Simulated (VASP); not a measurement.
A run of VASP 6.6.1:

Contents of INCAR:

```
PREC = Accurate
ENCUT = 520
EDIFF = 1E-8
ISMEAR = 0
SIGMA = 0.1
LREAL = F
LASPH = T
NELM = 80
ALGO = Normal
ISIF = 2
LWAVE = F
LCHARG = F
GGA = MK
LUSE_VDW = T
AGGAC = 0.0
PARAM1 = 0.1234
PARAM2 = 0.711357
ZAB_VDW = -1.8867
LEFG = T
```

File KPOINTS:

```
regular mesh
0
Gamma
  6 6 6
```

Contents of POSCAR:

```
ZnGa3Bi
4.7114
    0.999997179182      0.000000000000      0.000000000000
    0.000000000000      0.999997179182      0.000000000000
    0.000000000000      0.000000000000      0.999997179182
Zn Ga Bi
1 3 1
Direct
    0.5000000000      0.5000000000      0.5000000000
    0.5000000000      0.5000000000      0.0000000000
    0.0000000000      0.5000000000      0.5000000000
    0.5000000000      0.0000000000      0.5000000000
    0.0000000000      0.0000000000      0.0000000000
```

Potentials or basis: VASP PAW PBE potentials, release 54 (Zn, Ga_d, Bi_d).

The run is started by

```sh
$ cat potpaw_PBE.54/Zn/POTCAR potpaw_PBE.54/Ga_d/POTCAR potpaw_PBE.54/Bi_d/POTCAR > POTCAR
$ mpirun -np 1 vasp_std > vasp.out
```

Hardware: 1 thread of AMD EPYC 7R43 64-Core Processor (Zen 3), on a shared host.

**Question.** How long does it take, and how much memory?

**Answer.** Wall time 2.8 min on 1 thread of AMD EPYC 7R43 64-Core Processor (Zen 3), with other jobs on the host, peak memory 0.47 GiB. Counts: scf iterations 17, k points 20.
